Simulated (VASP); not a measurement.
Method: PW91 GGA, VASP's PBE PAW potentials (set 64) (plane waves; VASP 6.6.1).

The input files of a VASP run:

POSCAR:
```
AuZn
3.1915530
  1.0000001481   0.0000000000   0.0000000000
  0.0000000000   1.0000001481   0.0000000000
  0.0000000000   0.0000000000   1.0000001481
Zn Au
1 1
Direct
  0.5000000000   0.5000000000   0.5000000000
  0.0000000000   0.0000000000   0.0000000000
```

INCAR:
```
ALGO = Normal
EDIFF = 1E-7
ENCUT = 520
GGA = 91
ICHARG = 11
ISMEAR = 0
LASPH = T
LCHARG = F
LMAXMIX = 6
LORBIT = 11
LREAL = F
LWAVE = F
NELM = 100
PREC = Accurate
SIGMA = 0.05
SYSTEM = AuZn
```

File KPOINTS:
```
k-points along high-symmetry lines
15
Line-mode
Reciprocal
  0.000000   0.000000   0.000000 ! GAMMA
  0.000000   0.500000   0.000000 ! X

  0.000000   0.500000   0.000000 ! X
  0.500000   0.500000   0.000000 ! M

  0.500000   0.500000   0.000000 ! M
  0.000000   0.000000   0.000000 ! GAMMA

  0.000000   0.000000   0.000000 ! GAMMA
  0.500000   0.500000   0.500000 ! R

  0.500000   0.500000   0.500000 ! R
  0.000000   0.500000   0.000000 ! X

  0.500000   0.500000   0.500000 ! R
  0.500000   0.500000   0.000000 ! M
```

POTCAR, in this order: Zn Au (PBE.64 set). Program: vasp_std. Read from the step before: CHGCAR.

Output

### OSZICAR
```
       N       E                     dE             d eps       ncg     rms          rms(c)
DAV:   1     0.132742849522E+03    0.13274E+03   -0.11771E+04  2700   0.198E+03
DAV:   2     0.681620649878E+00   -0.13206E+03   -0.12617E+03  2863   0.349E+02
DAV:   3    -0.367595466445E+01   -0.43576E+01   -0.43479E+01  3225   0.724E+01
DAV:   4    -0.370633104105E+01   -0.30376E-01   -0.30374E-01  3239   0.532E+00
DAV:   5    -0.370671640701E+01   -0.38537E-03   -0.38536E-03  3239   0.588E-01
DAV:   6    -0.370672606723E+01   -0.96602E-05   -0.96600E-05  3309   0.820E-02
DAV:   7    -0.370672635103E+01   -0.28380E-06   -0.28383E-06  3358   0.149E-02
DAV:   8    -0.370672635854E+01   -0.75083E-08   -0.76053E-08  2504   0.245E-03
   1 F= -.37067264E+01 E0= -.37064740E+01  d E =-.504799E-03
```

### OUTCAR
```
 val. band max:        7.4494027180   @ k =   0.5000   0.5000   0.1786

 cond. band min:       7.5388762025   @ k =   0.5000   0.5000   0.2143



 k-point     1 :       0.0000    0.0000    0.0000
  band No.  band energies     occupation
      1      -3.6485      2.00000
      2      -1.4061      2.00000
      3      -1.4061      2.00000
      4      -0.8194      2.00000
      5      -0.8194      2.00000
      6      -0.8194      2.00000
      7       1.2785      2.00000
      8       1.2785      2.00000
      9       2.8887      2.00000
     10       2.8887      2.00000
     11       2.8887      2.00000
     12      11.4996      0.00000
     13      11.4996      0.00000
     14      11.4996      0.00000
     15      14.8920      0.00000

 k-point     2 :       0.0000    0.0357    0.0000
  band No.  band energies     occupation
      1      -3.6265      2.00000
      2      -1.4019      2.00000
      3      -1.4001      2.00000
      4      -0.8197      2.00000
      5      -0.8197      2.00000
      6      -0.8178      2.00000
      7       1.2756      2.00000
      8       1.2849      2.00000
      9       2.8727      2.00000
     10       2.8727      2.00000
     11       2.8872      2.00000
     12      11.2859      0.00000
     13      11.5404      0.00000
     14      11.5404      0.00000
     15      15.0425      0.00000

 k-point     3 :       0.0000    0.0714    0.0000
  band No.  band energies     occupation
      1      -3.5607      2.00000
      2      -1.3893      2.00000
      3      -1.3824      2.00000
      4      -0.8207      2.00000
      5      -0.8207      2.00000
      6      -0.8129      2.00000
      7       1.2671      2.00000
      8       1.3037      2.00000
      9       2.8258      2.00000
     10       2.8258      2.00000
     11       2.8825      2.00000
     12      10.7521      0.00000
     13      11.6616      0.00000
     14      11.6616      0.00000
     15      15.3773      0.00000

...
```

The density is held fixed in this step, so its total energy and stress have no physical meaning. Unless said otherwise, spin-orbit coupling is left out, though it shifts the bands of the heavy elements here.

The compound is AuZn in the CsCl type structure. It was relaxed first. The electron count is odd and the run is not spin-polarised, which forces a metal.
